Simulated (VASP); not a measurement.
VASP input:

**KPOINTS**
```
Automatic mesh
0
Gamma
14 14 14
0 0 0
```

POSCAR:
```
Pt
1
    0.0000000000     1.9833616793     1.9833616793
    1.9833616793    -0.0000000000     1.9833616793
    1.9833616793     1.9833616793     0.0000000000
Pt
1
Direct
  0.0000000000   0.0000000000   0.0000000000
```

### INCAR
```
ALGO  =  Normal
EDIFF  =  1E-6
EDIFFG  =  -0.01
ENCUT  =  480
GGA  =  PE
IBRION  =  2
ISIF  =  3
ISMEAR  =  1
LASPH  =  .True.
LCHARG  =  .False.
LMAXMIX  =  6
LREAL  =  .False.
LWAVE  =  .False.
NELM  =  100
NSW  =  60
PREC  =  Accurate
SIGMA  =  0.1
SYSTEM  =  Pt
```

POTCAR, in this order: Pt (PBE.64 set). Program: vasp_std.

Problem. Translate this PBE calculation to Quantum ESPRESSO's pw.x.

Solution. One equivalent input (not run):
```
&CONTROL
  calculation = 'vc-relax'
  pseudo_dir = './pseudo'
  outdir = './out'
  tprnfor = .true.
  tstress = .true.
  nstep = 60
  forc_conv_thr = 0.00039
/
&SYSTEM
  ibrav = 0
  nat = 1
  ntyp = 1
  ecutwfc = 84
  occupations = 'smearing'
  smearing = 'methfessel-paxton'
  degauss = 0.00735
  input_dft = 'pbe'
/
&ELECTRONS
  conv_thr = 7.3e-08
  electron_maxstep = 100
/
&IONS
/
&CELL
/
ATOMIC_SPECIES
  Pt 195.084 Pt.upf
CELL_PARAMETERS angstrom
     0.0000000    1.9833617    1.9833617
     1.9833617   -0.0000000    1.9833617
     1.9833617    1.9833617    0.0000000
ATOMIC_POSITIONS crystal
  Pt   0.0000000  0.0000000  0.0000000
K_POINTS automatic
  14 14 14 0 0 0
```
What does not carry over: the potentials are each code's own (VASP's PAW set, PseudoDojo norm-conserving files in pw.x), so ENCUT and ecutwfc are chosen apart and not converted; conv_thr bounds pw.x's estimated SCF error, while EDIFF bounds the energy change between steps; forc_conv_thr acts on force components and is met together with etot_conv_thr.

The compound is Pt in the fcc structure. It was relaxed first. The start is the result of an earlier pass.
